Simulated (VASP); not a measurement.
Level of theory: r2SCAN+rVV10, VASP's PBE PAW potentials (set 64) (plane waves; VASP 6.6.1).

VASP input:

POSCAR:
```
CsPbCl3
5.5736940
  0.9999999264   0.0000000000   0.0000000000
  0.0000000000   0.9999999264   0.0000000000
  0.0000000000   0.0000000000   0.9999999264
Cs Pb Cl
1 1 3
Cart
  0.0000000000   0.0000000000   0.0000000000
  0.4999999632   0.4999999632   0.4999999632
  0.4999999632   0.0000000000   0.4999999632
  0.0000000000   0.4999999632   0.4999999632
  0.4999999632   0.4999999632   0.0000000000
```

INCAR:
```
SYSTEM = CsPbCl3
PREC = Accurate
ENCUT = 520
EDIFF = 1E-7
NELM = 100
ALGO = Normal
LREAL = .FALSE.
LASPH = .TRUE.
ISMEAR = 0
SIGMA = 0.05
METAGGA = R2SCAN
LUSE_VDW = .TRUE.
BPARAM = 11.95
CPARAM = 0.0093
LMIXTAU = .TRUE.
LMAXMIX = 4
LWAVE = .FALSE.
LCHARG = .FALSE.
ISIF = 2
```

File KPOINTS:
```
Automatic mesh
0
Gamma
4 4 4
0 0 0
```

POTCAR, in this order: Cs_sv Pb_d Cl (PBE.64 set). Program: vasp_std.

Output of the run:

**OUTCAR**
```
 ion  position               nearest neighbor table
   1  0.000  0.000  0.000-
   2  0.500  0.500  0.500-   3 2.79   4 2.79   5 2.79   5 2.79   3 2.79   4 2.79
   3  0.500  0.000  0.500-   2 2.79   2 2.79
   4  0.000  0.500  0.500-   2 2.79   2 2.79
   5  0.500  0.500  0.000-   2 2.79   2 2.79
  LATTYP: Found a simple cubic cell.
 ALAT       =     5.5736935898
 Subroutine PRICEL returns:
 Original cell was already a primitive cell.
 Subroutine GETGRP returns: Found 48 space group operations
The static configuration has the point symmetry O_h .
The dynamic configuration has the point symmetry O_h .
 Subroutine INISYM returns: Found 48 space group operations
 Subroutine IBZKPT returns following result:
 Found     10 irreducible k-points:

 Following reciprocal coordinates:
            Coordinates               Weight
  0.000000  0.000000  0.000000      1.000000
  0.250000  0.000000  0.000000      6.000000
  0.500000  0.000000  0.000000      3.000000
  0.250000  0.250000  0.000000     12.000000
  0.500000  0.250000  0.000000     12.000000
  0.500000  0.500000  0.000000      3.000000
  0.250000  0.250000  0.250000      8.000000
  0.500000  0.250000  0.250000     12.000000
  0.500000  0.500000  0.250000      6.000000
  0.500000  0.500000  0.500000      1.000000
   k-points           NKPTS =     10   k-points in BZ     NKDIM =     10   number of bands    NBANDS=     26
   number of dos      NEDOS =    301   number of ions     NIONS =      5
   total plane-waves  NPLWV =  74088
   dimension x,y,z NGX =    42 NGY =   42 NGZ =   42
   dimension x,y,z NGXF=    84 NGYF=   84 NGZF=   84
   ions per type =               1   1   3
   PREC   = accura    normal or accurate (medium, high low for compatibility)
   ISTART =      0    job   : 0-new  1-cont  2-samecut
   ICHARG =      2    charge: 1-file 2-atom 10-const
   ISPIN  =      1    spin polarized calculation?
   LNONCOLLINEAR =      F non collinear calculations
   LSORBIT =      F    spin-orbit coupling
   INIWAV =      1    electr: 0-lowe 1-rand  2-diag
   ENCUT  =  520.0 eV  38.22 Ry    6.18 a.u.  10.36 10.36 10.36*2*pi/ulx,y,z
   NELM   =    100;   NELMIN=  2; NELMDL= -5     # of ELM steps
   EDIFF  = 0.1E-06   stopping-criterion for ELM
   LREAL  =      F    real-space projection
   NLSPLINE    = F    spline interpolate recip. space projectors
   LMAXMIX     =    4 max onsite mixed and CHGCAR
   VOSKOWN=      0    Vosko Wilk Nusair interpolation
   EDIFFG = 0.1E-05   stopping-criterion for IOM
   NSW    =      0    number of steps for IOM
   NBLOCK =      1;   KBLOCK =      1    inner block; outer block
   IBRION =     -1    ionic relax: 0-MD 1-quasi-New 2-CG
   NFREE  =      0    steps in history (QN), initial steepest desc. (CG)
   ISIF   =      2    stress and relaxation
   ISYM   =      2    0-nonsym 1-usesym 2-fastsym
   TEIN   =    0.0    initial temperature
   TEBEG  =    0.0;   TEEND  =   0.0 temperature during run
   SMASS  =  -3.00    Nose mass-parameter (am)
   PSTRESS=    0.0 pullay stress
   NELECT =      44.0000    total number of electrons
   EFERMI =   0.00;   METHOD = LEGACY
   ISMEAR =     0;   SIGMA  =   0.05  broadening in eV -4-tet -1-fermi 0-gaus
   IALGO  =     38    algorithm
   LDIAG  =      T    sub-space diagonalisation (order eigenvalues)
   IMIX   =      4    mixing-type and parameters
     AMIX     =   0.40;   BMIX     =  1.00
     AMIX_MAG =   1.60;   BMIX_MAG =  1.00
     AMIN     =   0.10
   METAGGA = R2SCAN    functional components
   VOSKOWN =     0    Vosko Wilk Nusair interpolation
   LHFCALC =     F    Hartree Fock is set to
   LHFONE  =     F    Hartree Fock one center treatment
   AEXX    =    0.0000 exact exchange contribution
   LUSE_VDW   =     T    switch on vdW DFT
...
```

File OSZICAR:
```
       N       E                     dE             d eps       ncg     rms          rms(c)
DAV:   1     0.330876692599E+03    0.33088E+03   -0.20048E+04   520   0.158E+03
DAV:   2    -0.669015268615E+02   -0.39778E+03   -0.38815E+03   638   0.363E+02
DAV:   3    -0.115874769369E+03   -0.48973E+02   -0.48500E+02   656   0.133E+02
DAV:   4    -0.117849858424E+03   -0.19751E+01   -0.19691E+01   700   0.330E+01
DAV:   5    -0.117916637272E+03   -0.66779E-01   -0.66750E-01   698   0.479E+00    0.575E+00
DAV:   6    -0.110558791202E+03    0.73578E+01   -0.37090E+00   684   0.294E+01    0.494E+00
DAV:   7    -0.105338112285E+03    0.52207E+01   -0.15963E+00   554   0.872E+00    0.182E+00
DAV:   8    -0.106519042637E+03   -0.11809E+01   -0.10324E+00   648   0.666E+00    0.141E+00
DAV:   9    -0.106261398005E+03    0.25764E+00   -0.46862E-01   532   0.631E+00    0.115E+00
DAV:  10    -0.106645080465E+03   -0.38368E+00   -0.31687E-01   532   0.555E+00    0.494E-01
DAV:  11    -0.106657615228E+03   -0.12535E-01   -0.66844E-02   708   0.203E+00    0.379E-01
DAV:  12    -0.106646963712E+03    0.10652E-01   -0.47520E-03   616   0.718E-01    0.279E-01
DAV:  13    -0.106657766821E+03   -0.10803E-01   -0.21436E-02   552   0.182E+00    0.197E-01
DAV:  14    -0.106657751419E+03    0.15403E-04   -0.99489E-03   544   0.108E+00    0.132E-01
DAV:  15    -0.106659196239E+03   -0.14448E-02   -0.82026E-04   672   0.319E-01    0.541E-02
DAV:  16    -0.106660643491E+03   -0.14473E-02   -0.73385E-04   582   0.283E-01    0.272E-02
DAV:  17    -0.106660674628E+03   -0.31137E-04   -0.22102E-04   632   0.127E-01    0.271E-02
DAV:  18    -0.106661068720E+03   -0.39409E-03   -0.12567E-04   546   0.131E-01    0.910E-03
DAV:  19    -0.106661064186E+03    0.45345E-05   -0.69904E-06   664   0.241E-02    0.103E-02
DAV:  20    -0.106661133472E+03   -0.69286E-04   -0.31463E-05   548   0.598E-02    0.166E-03
DAV:  21    -0.106661133656E+03   -0.18364E-06   -0.12279E-06   624   0.922E-03    0.199E-03
DAV:  22    -0.106661134017E+03   -0.36186E-06   -0.33681E-07   558   0.585E-03    0.667E-04
DAV:  23    -0.106661134233E+03   -0.21551E-06   -0.12151E-07   396   0.351E-03    0.360E-04
DAV:  24    -0.106661134431E+03   -0.19803E-06   -0.87129E-08   388   0.343E-03    0.365E-04
DAV:  25    -0.106661134435E+03   -0.38167E-08   -0.18302E-08   310   0.179E-03
   1 F= -.10666113E+03 E0= -.10666113E+03  d E =-.864826E-18
```

### OUTCAR
```
------------------------ aborting loop because EDIFF is reached ----------------------------------------
  FORCE on cell =-STRESS in cart. coord.  units (eV):
  Direction    XX          YY          ZZ          XY          YZ          ZX
  --------------------------------------------------------------------------------------
  Total        1.0034554      1.0034554      1.0034554      0.0000000      0.0000000     -0.0000000
  in kB        9.2849461      9.2849461      9.2849461      0.0000000      0.0000000     -0.0000000
  external PRESSURE =       9.2849461 kB  Pullay stress =       0.0000000 kB
  volume of cell :      173.15
      direct lattice vectors                 reciprocal lattice vectors
     5.573693590  0.000000000  0.000000000     0.179414240  0.000000000  0.000000000
     0.000000000  5.573693590  0.000000000     0.000000000  0.179414240  0.000000000
     0.000000000  0.000000000  5.573693590     0.000000000  0.000000000  0.179414240
 POSITION                                       TOTAL-FORCE (eV/Angst)
 -----------------------------------------------------------------------------------
      0.00000      0.00000      0.00000         0.000000      0.000000      0.000000
      2.78685      2.78685      2.78685         0.000000      0.000000      0.000000
      2.78685      0.00000      2.78685         0.000000      0.000000      0.000000
      0.00000      2.78685      2.78685         0.000000      0.000000      0.000000
      2.78685      2.78685      0.00000         0.000000      0.000000      0.000000
 -----------------------------------------------------------------------------------
    total drift:                                0.000000     -0.000000     -0.000000
  FREE ENERGIE OF THE ION-ELECTRON SYSTEM (eV)
  ---------------------------------------------------
  free  energy   TOTEN  =      -106.6611344348 eV

  energy  without entropy=     -106.6611344348  energy(sigma->0) =     -106.66113443
```
(Selected blocks of OUTCAR.)

The compound is CsPbCl3 in the cubic perovskite structure, the ideal cubic form; the compound distorts at low or room temperature. This cell is one point of a volume scan, at 0.97 of the reference volume.
